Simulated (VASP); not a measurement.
VASP runs on W (bcc) share one base input (PBE GGA, plane waves, VASP's PBE PAW potentials (set 64)) and change the settings named in each case.

**POSCAR**
```
W
3.160
 -0.5000000000   0.5000000000   0.5000000000
  0.5000000000  -0.5000000000   0.5000000000
  0.5000000000   0.5000000000  -0.5000000000
W
1
direct
  0.0000000000   0.0000000000   0.0000000000
```

### INCAR
```
NELM = 100
GGA = PE
PREC = Accurate
ISIF = 2
SIGMA = 0.1   ! width (eV)
EDIFF = 1E-6
SYSTEM = W
ALGO = Normal
LREAL = .FALSE.   ! projection in real space or not
ISMEAR = 1   ! Methfessel-Paxton
LCHARG = .FALSE.
LWAVE = .FALSE.
LASPH = .TRUE.   ! aspherical one-centre terms
LMAXMIX = 6
ENCUT = 400
```

KPOINTS:
```
K-points
0
gamma
 15 15 15
```

POTCAR, in this order: W_sv (PBE.64 set). Program: vasp_std.

```
change            E(σ→0) (eV/atom)  plane waves
----------------  ----------------  -----------
base run                  -12.9444          321
PREC = Low                -12.9457          321
PREC = Normal             -12.9444          321
PREC = Single             -12.9445          321
ADDGRID = .TRUE.          -12.9444          321
LASPH = .FALSE.           -12.9432          321
LREAL = Auto              -12.9449          321
```
 Unless said otherwise, spin-orbit coupling is left out, though it shifts the bands of the heavy elements here.

Left out are runs that ran out of time, are held back, or changed the cell or the kind of run, fixed moments of cells without a moment, rows past the twelfth, gaps on odd meshes, pressures of charged cells and columns that move by less than the noise.

The compound is W in the bcc structure. The cell was not relaxed at this level.
